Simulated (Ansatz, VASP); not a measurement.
# Zn34Te25S9 in two plane-wave programs, part 3 of 3

Aim: how closely do two programs agree when they are given the same cell, functional and k mesh? Of the first pair: The structure shown is the start of the Ansatz relaxation below; VASP solves that cell, so the two are compared at the walk's first step.

VASP 6.6.1 and Ansatz 0.2.0.

So far. Step 4 (Differences): The forces differ by 4.7 meV/Å r.m.s., which is 1.8 % of the r.m.s. force of 0.267 eV/Å (both taken over all components).

**6. VASP: single point, PBE, relaxed cell, pair 2**

Level of this step: PBE; plane waves and PAW (Zn, Te, S) (VASP).

The same cell, functional, mesh and smearing now go to VASP, with its own data sets.

INCAR reads:

```
SYSTEM = Zn34Te25S9
PREC = Accurate
ENCUT = 500
EDIFF = 1E-06
NELM = 120
ISMEAR = 0
SIGMA = 0.025
LREAL = Auto
ALGO = Normal
GGA = PE
NBANDS = 360
LORBIT = 11
LWAVE = .FALSE.
LCHARG = .FALSE.
ISIF = 2
LASPH = .TRUE.
GGA_COMPAT = .FALSE.
EFERMI = MIDGAP
NCORE = 2
```

POSCAR reads:

```
Zn34Te25S9
1.0
   13.0605280000      0.1798530000      0.7722290000
    0.1798530000     11.4751260000     -0.2369970000
    0.7722290000     -0.2369970000     12.9234090000
Zn Te S
34 25 9
Direct
    0.6445600000      0.3365700000      0.1999500000
    0.5009100000      0.5427800000      0.9816000000
    0.0326900000      0.3928300000      0.7502000000
    0.1033900000      0.5230700000      0.4566700000
    0.6310000000      0.0206500000      0.7232900000
    0.2069100000      0.8492200000      0.5363000000
    0.8819300000      0.0675000000      0.6000100000
    0.2510700000      0.1896400000      0.4984800000
    0.3466700000      0.8492800000      0.9635700000
    0.9857400000      0.3029600000      0.2284300000
    0.7186700000      0.5596700000      0.4706600000
    0.3071200000      0.3294300000      0.2032700000
    0.4720100000      0.9065000000      0.4662300000
    0.9928400000      0.8722500000      0.9754300000
    0.9621200000      0.7001400000      0.2500800000
    0.7733500000      0.9890000000      0.1980200000
    0.7744500000      0.8563100000      0.4580400000
    0.5004500000      0.1574300000      0.9496500000
    0.2529100000      0.0195500000      0.2592200000
    0.6481100000      0.8402200000      0.9537300000
    0.1670000000      0.5425700000      0.9954900000
    0.3728200000      0.3871500000      0.7610800000
    0.8680800000      0.7185900000      0.6921800000
    0.2046100000      0.7331600000      0.6930400000
    0.6447300000      0.7004000000      0.2415900000
    0.3038400000      0.7059500000      0.2460100000
    0.8469700000      0.5433600000      0.9911400000
    0.1824500000      0.1456100000      0.9455200000
    0.5303600000      0.7076600000      0.7248200000
    0.3950200000      0.0312300000      0.7348600000
    0.8924900000      0.2047800000      0.9550100000
    0.4307900000      0.5120300000      0.4687500000
    0.6036900000      0.2013300000      0.5158700000
    0.4954600000      0.9738600000      0.1715300000
    0.8493300000      0.3776400000      0.8481800000
    0.9640400000      0.9095200000      0.1804600000
    0.8413300000      0.7515500000      0.9011000000
    0.4619400000      0.7053000000      0.3624000000
    0.2763800000      0.3898800000      0.4055200000
    0.6577300000      0.5307000000      0.0993000000
    0.6070900000      0.3910300000      0.4051300000
    0.1254300000      0.7252500000      0.3675900000
    0.9910500000      0.5121200000      0.1256400000
    0.5325200000      0.3566500000      0.8567400000
    0.1620000000      0.1810300000      0.1602900000
    0.3765200000      0.5857800000      0.6628800000
    0.3244900000      0.5288500000      0.1074900000
    0.0449000000      0.2184100000      0.5736900000
    0.6465500000      0.0107200000      0.3932200000
    0.8174800000      0.2072100000      0.1545000000
    0.0265700000      0.0540600000      0.8602900000
    0.4852400000      0.1984800000      0.1584500000
    0.7261900000      0.2041300000      0.6596400000
    0.1776600000      0.7512100000      0.9074800000
    0.1881700000      0.3577400000      0.8619600000
    0.9561600000      0.3637200000      0.4330500000
    0.0494800000      0.5909500000      0.6550800000
    0.7077100000      0.5906000000      0.6676200000
    0.4018200000      0.2079500000      0.6178200000
    0.8937900000      0.8725400000      0.5697400000
    0.5026400000      0.7337200000      0.9102100000
    0.3471700000      0.0453700000      0.9089200000
    0.7843000000      0.6894800000      0.3477600000
    0.6429300000      0.0275300000      0.8965400000
    0.6469600000      0.8698200000      0.1382200000
    0.3439500000      0.8793600000      0.1494000000
    0.5141300000      0.8961900000      0.6490700000
    0.2944600000      0.0006400000      0.4275900000
```

KPOINTS reads:

```
Automatic mesh
0
Gamma
1 1 1
0 0 0
```

PAW data sets: Zn, Te and S (PBE family, release 64).

Command:

```sh
> mpirun -np 8 vasp_gam
```

Numbers of over 12 decimals in the logs are rounded to 6 here.

Output:

```text
[... set-up lines as in an earlier step ...]
 entering main loop
       N       E                     dE             d eps       ncg     rms          rms(c)
DAV:   1     0.670533113080E+04    0.67053E+04   -0.27634E+05   720   0.198E+03
DAV:   2     0.124295467407E+04   -0.54624E+04   -0.53420E+04   720   0.504E+02
DAV:   3    -0.384077726203E+02   -0.12814E+04   -0.12009E+04   792   0.200E+02
DAV:   4    -0.185205554303E+03   -0.14680E+03   -0.14445E+03   808   0.646E+01
[...]
DAV:  17    -0.180378430432E+03   -0.85586E-05   -0.31486E-05   752   0.179E-02    0.107E-02
DAV:  18    -0.180378433668E+03   -0.32366E-05   -0.87327E-06   776   0.178E-02    0.584E-03
DAV:  19    -0.180378434505E+03   -0.83692E-06   -0.22743E-06   496   0.737E-03
   1 F= -.18037843E+03 E0= -.18037843E+03  d E =-.847912-150
```

OUTCAR, selected parts (step 6):

```text
 POSITION                                       TOTAL-FORCE (eV/Angst)
 -----------------------------------------------------------------------------------
      8.63323      3.93072      3.00202        -0.011080      0.000659      0.001153
      7.39779      6.08592     12.94380         0.006305     -0.000717      0.005272
      1.07693      4.33586      9.62729         0.002109     -0.026752     -0.019288
      1.79706      5.91266      5.85761         0.000039      0.008384      0.006557
      8.80345      0.17903      9.82976         0.003796      0.002325     -0.000249
      3.26924      9.65502      6.88934        -0.002211      0.024605     -0.018901
     11.99396      0.79099      8.41923         0.017926      0.003775      0.000066
      3.69815      2.10316      6.59100        -0.011386      0.006329      0.004816
      5.42454      9.57958     12.51904        -0.000234     -0.010751     -0.008298
     13.10517      3.59966      3.64151         0.002895      0.009003     -0.001041
      9.85033      6.43999      6.50487         0.008774     -0.009224      0.007429
      4.22737      3.78731      2.78603         0.003873      0.003033     -0.000906
      6.68777     10.37660      6.17494        -0.005726      0.004766     -0.010142
     13.87715      9.95657     13.16586         0.000807     -0.010739      0.004839
[...]
-----------------------------------------------------------------------------------
    total drift:                               -0.017867     -0.059673     -0.020906

  FREE ENERGIE OF THE ION-ELECTRON SYSTEM (eV)
  ---------------------------------------------------
  free  energy   TOTEN  =      -180.3784345053 eV

  energy  without entropy=     -180.3784345053  energy(sigma->0) =     -180.37843451

[... 1 part as in an earlier step ...]

[... 1 further part left out ...]
```

The run ends at a pressure of 0.09 GPa, with forces up to 0.042 eV/Å.

**7. Side by side**

What differs besides the data sets and the points named for the pairs above, as far as they apply: the data sets hold 862 valence electrons in Ansatz (on its PAW soft_1 files) and 612 in VASP; the cutoff is 420 eV in Ansatz and 500 eV in VASP (PREC = Accurate, projectors in real space). Total energies have different zeros and are not compared.

The two programs side by side:

```
              quantity  Ansatz   VASP  difference
        pressure (GPa)    0.00   0.09       -0.09
gap on the k mesh (eV)   0.931  0.925      +0.007
```

At this near-relaxed geometry the largest component of a force difference is 23 meV/Å. A gap on the mesh is an upper bound, since the band edges may lie between its points.

**8. Outcome**

* r.m.s. force difference (single point, PBE, start cell, pair 1): 1.8 % of the r.m.s. force
* difference in gap on the k mesh (single point, PBE, relaxed cell, pair 2): 0.0068 eV
* r.m.s. force difference (single point, PBE, relaxed cell, pair 2): 6.0 meV/Å

The r.m.s. force difference is 1.8 % of the r.m.s. force (single point, PBE, start cell, pair 1), within the 3 % picked in this series as the mark of a large difference. The data sets hold unlike numbers of valence electrons (862 in Ansatz and 612 in VASP), so part of the differences comes from the potentials. How closely two codes agree says nothing of how well the functional describes the real material.

[Lines on the potential files, build, host, timing and source positions are cut from VASP's logs without a mark.]

[Logs are printed without paths, hosts, clocks, repeated set-up lines and the standing remarks that a program may print on its own settings, such as how far it seeks lower states.]

[Hosts, paths, dates, database ids (printed as entryN), source tags and the programs' standing remarks are cut or masked in the printed files.]
